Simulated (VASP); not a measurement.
**CeO₂ (relaxed from the 3R-MoS2 structure, space group R3m): computed properties**

Calculation: r2SCAN meta-GGA, VASP's PBE PAW potentials (set 64) (plane waves; VASP).

```
Property                                                                                                             Value
---------------------------------------------  ---------------------------------------------------------------------------
space group                                                                                                      R3m (160)
cell                                           a = 3.489 Å, b = 3.489 Å, c = 12.142 Å, α = 90.00°, β = 90.00°, γ = 120.00°
volume per atom                                                                                             14.22 Å^3/atom
band gap (over mesh and band path)                                                                                 0.39 eV
smallest direct gap (over mesh and band path)                                                                      0.47 eV
band-edge character                                                                                       indirect, Γ to T
density                                                                                                         6.70 g/cm³
```

```cif
data_Ce3O6
_chemical_formula_sum 'Ce3 O6'
_space_group_name_H-M_alt 'R3m :H'
_space_group_IT_number 160
_space_group_name_Hall 'R 3 -2"'
_cell_length_a 3.48898
_cell_length_b 3.48898
_cell_length_c 12.14227
_cell_angle_alpha 90.000
_cell_angle_beta 90.000
_cell_angle_gamma 120.000
loop_
_atom_site_label
_atom_site_type_symbol
_atom_site_symmetry_multiplicity
_atom_site_Wyckoff_symbol
_atom_site_fract_x
_atom_site_fract_y
_atom_site_fract_z
_atom_site_occupancy
Ce1 Ce 3 a 0.00000 0.00000 0.00396 1
O1 O 3 a 0.00000 0.00000 0.23662 1
O2 O 3 a 0.00000 0.00000 0.42611 1
```
(The calculation used a cell of 3 atoms; values per cell refer to that cell.)

The structure was generated: CeO2 was put into the 3R-MoS2 type (R3m), which need not be its known phase. It was relaxed first, which changed the volume by -11 %. Symmetry was kept, so distortions that lower it aren't found.
